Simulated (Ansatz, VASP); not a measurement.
**One calculation of LiTlSe2, two programs**

```
CELL_PARAMETERS angstrom
4.26392 0.00000 0.00000
0.00000 4.26392 0.00000
0.00000 0.00000 5.98025
ATOMIC_POSITIONS crystal
Li 0.00000 0.00000 0.00000
Se 0.00000 0.50000 0.22921
Se 0.50000 0.00000 0.77079
Tl 0.50000 0.50000 0.50000
```

The cell was built by a generator and needn't be a form met in nature.

Alike in both runs: task single point; functional PBE; k mesh 4 × 4 × 4; no spin polarisation.

```csv
,VASP,Ansatz
version,VASP 6.6.1,Ansatz 0.2.0
potentials or method,"VASP PAW PBE potentials, release 64 (Li_sv, Se, Tl_d)","plane waves, PAW"
plane-wave cutoff (eV),520,420
occupations,"gaussian, width 0.01 eV",fixed
valence electrons in the cell,28,48
```

VASP gave:

* gap on the k mesh at the Fermi level (eV): 0.43
* rms of the force components (eV/Å): 0.084

Which values does Ansatz return?

gap on the k mesh at the Fermi level (eV): 0.43; rms of the force components (eV/Å): 0.083.

The two sets of potentials don't hold the same shells in valence.

Caveats: spin-orbit coupling is left out, which as a rule narrows the gap of such compounds by several tenths of an eV. PBE gaps usually lie below the measured ones, often by a third to a half. A k mesh can miss the band edges.
